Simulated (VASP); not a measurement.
The system is Sn.

```
CELL_PARAMETERS angstrom
0.00000 3.23334 3.23334
3.23334 0.00000 3.23334
3.23334 3.23334 0.00000
ATOMIC_POSITIONS crystal
Sn 0.00000 0.00000 0.00000
Sn 0.25000 0.25000 0.25000
```

This isn't the form of Sn at room conditions, which is tetragonal (white tin).

```yaml
Program: VASP 6.6.1
Task: relaxation of cell and atoms
Functional: PBEsol
Potentials_or_basis: VASP PAW PBE potentials, release 64 (Sn_d)
Cutoff: 600 eV
k_mesh: 10 × 10 × 10
Occupations: gaussian, width 0.03 eV
Spin: no spin polarisation
```

At the start: pressure 1.5 GPa; volume 33.80 Å³/atom.

Problem. How do energy, volume and symmetry change on relaxing?

Solution. Over 3 steps the energy falls by 4.9 meV/atom and the volume is 34.92 Å³/atom (+3.3 %); space group Fd-3m (No. 227, to 0.05 Å).

The path:
```tsv
step	energy change (eV)	largest force (eV/Å)	pressure (GPa)	volume (Å³)
1	0.0000	0.0000	1.47	67.61
2	-0.0086	0.0000	-0.46	70.69
3	-0.0099	0.0000	0.00	69.84
```

Final structure:
```cif
data_structure
_symmetry_space_group_name_H-M 'P 1'
_symmetry_Int_Tables_number 1
_cell_length_a 4.6225
_cell_length_b 4.6225
_cell_length_c 4.6225
_cell_angle_alpha 60.000
_cell_angle_beta 60.000
_cell_angle_gamma 60.000
_cell_volume 69.84
loop_
_atom_site_label
_atom_site_type_symbol
_atom_site_fract_x
_atom_site_fract_y
_atom_site_fract_z
_atom_site_occupancy
Sn1 Sn 0.00000 0.00000 0.00000 1
Sn2 Sn 0.25000 0.25000 0.25000 1
```

Caveat: the PAW data sets were made with another functional, which shifts forces and pressure a little.
